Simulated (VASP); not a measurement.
Consider the following.

```
CuI
1.0
    0.00000     3.03864     3.03864
    3.03864     0.00000     3.03864
    3.03864     3.03864     0.00000
Cu I
1 1
Cartesian
  0.00000   0.00000   0.00000
  4.55796   4.55796   4.55796
```

All values below come from PBE GGA, VASP's PBE PAW potentials (set 64) (plane waves; VASP). Settings: PREC = Normal, EDIFF = 1E-5, 400 eV cut-off, 8×8×8 Γ-centred mesh, Gaussian smearing of 0.050 eV, potentials Cu I.

Unless said otherwise, spin-orbit coupling is left out, though it shifts the bands of the heavy elements here.

**Question.** Predict the energy per atom (σ→0), band gap (on the k-mesh) with the smallest direct gap where there is one.

**Answer.** 
```json
{
  "band gap (on the k-mesh)": "1.12 eV",
  "smallest direct gap (on the k-mesh)": "1.12 eV",
  "energy per atom (σ→0)": "-2.781 eV/atom"
}
```

Total energies compare only between runs with the same potentials, cut-off and functional.

The compound is CuI in the zinc blende structure. It was relaxed first.
